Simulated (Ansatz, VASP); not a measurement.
## SrW2: VASP beside Ansatz

```
Sr W
1.0
     3.24706    0.00000    0.00000
    -1.62353    2.81204    0.00000
     0.00000    0.00000    7.49377
Sr W
1 2
Direct
  0.00000 0.00000 0.50000
  0.33333 0.66667 0.88594
  0.66667 0.33333 0.11406
```

Alike in both runs: task relaxation of cell and atoms; functional PBE; k mesh 18 × 18 × 6; occupations gaussian, width 0.1 eV; no spin polarisation.

|  | VASP | Ansatz |
| --- | --- | --- |
| version | VASP 6.6.1 | Ansatz 0.2.0 |
| potentials or method | VASP PAW PBE potentials, release 64 (Sr_sv, W_sv) | scalar-relativistic, plane waves, PAW |
| plane-wave cutoff (eV) | 600 | 420 |
| valence electrons in the cell | 38 | 38 |

|  | VASP | Ansatz | Ansatz less VASP |
| --- | --- | --- | --- |
| gap on the k mesh at the Fermi level, each at its own relaxed structure (eV) | none | none | - |
| relaxed volume (Å³/atom) | 23.07 | 22.98 | -0.082 |
| relaxed cell length with the largest relative difference (Å) | 3.273 | 3.269 | -0.0042 |
| energy change over the relaxation (meV/atom) | -2 | -2 | 0.0 |

A gap of «none» marks a metal or a gap that the smearing closes.

Spin-orbit coupling is left out, which matters for the levels of W.
